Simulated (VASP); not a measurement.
An input for Ansatz (written as the equivalent of a VASP run, and not itself run):

Ansatz 0.2 input:
```yaml
crystal:
  lattice:
    - [0.0000000, 3.3536250, 3.3536250]
    - [3.3536250, 0.0000000, 3.3536250]
    - [3.3536250, 3.3536250, 0.0000000]
  atoms:
    - { symbol: Mo, position: [0.0000000, 0.0000000, 0.0000000] }
    - { symbol: Te, position: [0.2500000, 0.2500000, 0.2500000] }
    - { symbol: Te, position: [0.7500000, 0.7500000, 0.7500000] }
kpoints:
  mp_grid: { grid: [5, 5, 5] }
hamiltonian:
  xc: pbe
  pseudopotentials: { kind: paw }
scf:
  occupations: { method: gaussian, width: 0.05 }
  max_iter: 100
output: { forces: true, stress: true, eigenvalues: true }
```

Translate this input to VASP (INCAR, KPOINTS, POSCAR, choice of POTCAR).

This is not unique; one that fits is 
**INCAR**
```
SYSTEM = Te2Mo
PREC = Accurate; ENCUT = 400; LREAL = .FALSE.
LASPH = .TRUE.; NBANDS = 15
EDIFF = 1E-6; NELM = 100; ALGO = Normal
LMAXMIX = 4
ISMEAR = 0; SIGMA = 0.05
GGA = PE
ISIF = 2
LWAVE = .FALSE.; LCHARG = .FALSE.
```

KPOINTS:
```
Automatic mesh
0
Gamma
5 5 5
0 0 0
```

**POSCAR**
```
Te2Mo
1
    0.0000000000     3.3536250000     3.3536250000
    3.3536250000     0.0000000000     3.3536250000
    3.3536250000     3.3536250000     0.0000000000
Mo Te
1 2
Direct
  0.0000000000   0.0000000000   0.0000000000
  0.2500000000   0.2500000000   0.2500000000
  0.7500000000   0.7500000000   0.7500000000
```

POTCAR, in this order: Mo_sv Te (PBE.64 set). Program: vasp_std.

The two are equivalent in intent, not identical: each code has its own PAW files, so the cut-off isn't converted (ENCUT is set for VASP's; basis.ecutwfc is left out, and Ansatz then takes the one that its files recommend); Ansatz stops its SCF on the density residual and VASP on the energy change (EDIFF); the number of bands isn't carried over, since the valence differs with the files.

The structure was generated: Te2Mo was put into the fluorite type (Fm-3m), which need not be its known phase. The cell was not relaxed at this level. The k-mesh is coarse (spacing up to 0.32 per Å, 2π included), so the numbers may not be converged in it. The run is one of a series of settings (NBANDS = 15 against the base run), some of them coarse on purpose.
